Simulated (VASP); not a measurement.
Wanted: the native input for a VASP 6.6.1 run.

```
Task                   : single point
Functional             : PBE
Potentials or basis    : VASP PAW PBE potentials, release 64 (F, In_d, H)
Cutoff                 : 520 eV
k mesh                 : 1 × 1 × 1
Occupations            : gaussian, width 0.01 eV
Spin                   : no spin polarisation
Further INCAR settings : ALGO = Normal; EDIFF = 1e-07; NBANDS = 22
```

The structure of F2InH lies in POSCAR:

```
InHF2
1.0
   13.0000000000      0.0000000000      0.0000000000
    0.0000000000     12.0000000000      0.0000000000
    0.0000000000      0.0000000000     11.0000000000
F In H
2 1 1
Direct
    0.3837210000      0.4261260000      0.5303570000
    0.6185110000      0.3953610000      0.5838850000
    0.5195510000      0.4888340000      0.5010550000
    0.5444610000      0.6089770000      0.4221260000
```

The cell isn't the ideal one: atoms moved at random, drawn with an rms of 0.05 Å.

One way to write it, as run:

INCAR

```
PREC     = Accurate       # precision mode
ENCUT    = 520            # plane-wave cutoff, eV
EDIFF    = 1E-7           # SCF threshold, eV
ISMEAR   = 0              # smearing method
SIGMA    = 0.01           # smearing width, eV
LREAL    = F              # projectors in reciprocal space
LASPH    = T              # aspherical terms in the spheres
NELM     = 100            # most SCF steps
ALGO     = Normal         # electronic algorithm
ISIF     = 2              # what is computed and relaxed
LWAVE    = F              # write WAVECAR
LCHARG   = T              # write CHGCAR
GGA      = PE             # functional
LELF     = T              # ELF
LVHAR    = T            
LVACPOTAV= T            
NBANDS   = 22             # bands
```

KPOINTS

```
regular mesh
0
Gamma
  1 1 1
```

Potentials or basis: VASP PAW PBE potentials, release 64 (F, In_d, H).

The run is started by

```bash
$ cat potpaw_PBE.64/F/POTCAR potpaw_PBE.64/In_d/POTCAR potpaw_PBE.64/H/POTCAR > POTCAR
$ mpirun -np 1 vasp_gam > vasp.out
```

Results of the run:

```yaml
Largest_force: 0.976 eV/Å
Gap_between_the_frontier_levels: 5.33 eV
```

Caveat: spin-orbit coupling is left out, which moves the levels of the heavy elements.

Run time: 5.3 min on 1 thread of Intel(R) Xeon(R) Platinum 8175M CPU @ 2.50GHz (Skylake/Cascade Lake) (shared host), peak memory 1.2 GiB.
